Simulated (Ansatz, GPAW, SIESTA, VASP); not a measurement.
# One structure in several programs: SrSi2Pd2 (I4/mmm, 5 atoms in the cell)

Self-consistent single point.

```yaml
crystal:
  lattice:
    - [-2.15218, 2.15218, 5.00017]
    - [2.15218, -2.15218, 5.00017]
    - [2.15218, 2.15218, -5.00017]
  atoms:
    - { symbol: Sr, position: [0.00000, 0.00000, 0.00000] }
    - { symbol: Si, position: [0.37361, 0.37361, 0.00000] }
    - { symbol: Si, position: [0.62639, 0.62639, 0.00000] }
    - { symbol: Pd, position: [0.25000, 0.75000, 0.50000] }
    - { symbol: Pd, position: [0.75000, 0.25000, 0.50000] }
```

Shared settings, as Ansatz (an electronic-structure program) writes them: kpoints.mp_grid.grid = 9 9 9; scf.occupations.method = gaussian; scf.occupations.width = 0.0147 Ry. Potentials and cutoffs stand in the table.

```
code                                                                                                                            model  pressure (GPa)  largest force (eV/Å)       cutoff
------  -----------------------------------------------------------------------------------------------------------------------------  --------------  --------------------  -----------
Ansatz                                                                                                PBEsol, PAW files made with PBE           -2.70                 0.124      default
GPAW                                                                            PBEsol, GPAW PAW datasets PBEsol (made by gpaw-setup)           -2.07                 0.086       550 eV
SIESTA  GGA PBEsol, numerical atomic orbitals DZP, PseudoDojo PBEsol standard norm-conserving potentials (rewritten from UPF to PSML)            2.49                 0.179  grid 350 Ry
VASP                                                                                       PBEsol, VASP's PBE PAW potentials (set 64)           -2.60                 0.115       300 eV
```

On Ansatz's run: spin polarisation is off.

The spread over the programs that give each value: pressure within 5.19 GPa; largest force within 0.093 eV/Å.

SIESTA uses small atom-centred bases, whose incompleteness enters pressures, forces and empty levels differently from a plane-wave cutoff. Ansatz's pressure is given at a fixed set of plane waves, as the other plane-wave codes print theirs. In the pressure, SIESTA (by 5.10) lies more than 1 GPa from the median of the plane-wave programs.

VASP's run is marked for a possible Pulay error in its stress at this cutoff; no cutoff test was made.

The starting cell comes from a database of computed structures (which also holds hypothetical and non-ambient phases and stackings), without a prior relaxation at this level.

Left out of this page: CP2K and Elk (not drawn, or without a comparable value).

Keys are those of Ansatz 0.2.
